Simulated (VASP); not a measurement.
Data:

```xyz
2
Lattice="2.9293 0.0000 0.0000 0.0000 2.9293 0.0000 0.0000 0.0000 2.9293" Properties=species:S:1:pos:R:3 pbc="T T T"
Al     1.4646     1.4646     1.4646
Ni     0.0000     0.0000     0.0000
```

These are TPSS meta-GGA, VASP's PBE PAW potentials (set 64) (plane waves; VASP) values and carry that method's errors. Numerical set-up: 520 eV cut-off, 13×13×13 Γ-centred mesh, first-order Methfessel-Paxton smearing of 0.10 eV, potentials Al Ni.

Task: Give the stress tensor in GPa (positive for a compressed cell).

Result: 
```
-9.16   0.00   0.00
 0.00  -9.16   0.00
 0.00   0.00  -9.16
```
The pressure is its mean diagonal, -9.16 GPa.

The compound is NiAl in the CsCl type structure. This cell is one point of a volume scan, at 1.06 of the reference volume. The run is not spin-polarised, so no magnetic state was tried. The electron count is odd and the run is not spin-polarised, which forces a metal.
